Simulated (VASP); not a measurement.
Shape and ions are relaxed at each volume.

Energy against volume of MgF2 (rutile). Computed with PBE GGA with D4 dispersion, VASP's PBE PAW potentials (set 64) (plane waves; VASP).

| V (Å³/atom) | E (eV/atom) |
|---|---|
| 10.417 | -5.35523 |
| 10.749 | -5.36660 |
| 11.082 | -5.37069 |
| 11.414 | -5.36864 |
| 11.746 | -5.36139 |

Problem. Fit a third-order Birch-Murnaghan equation of state.

Solution. 
| Quantity | Value |
|---|---|
| volume per atom | 11.13 Å^3/atom |
| bulk modulus | 96.6 GPa |
| pressure derivative of the bulk modulus | 4.62 |

The compound is MgF2 in the rutile structure. It was relaxed first.
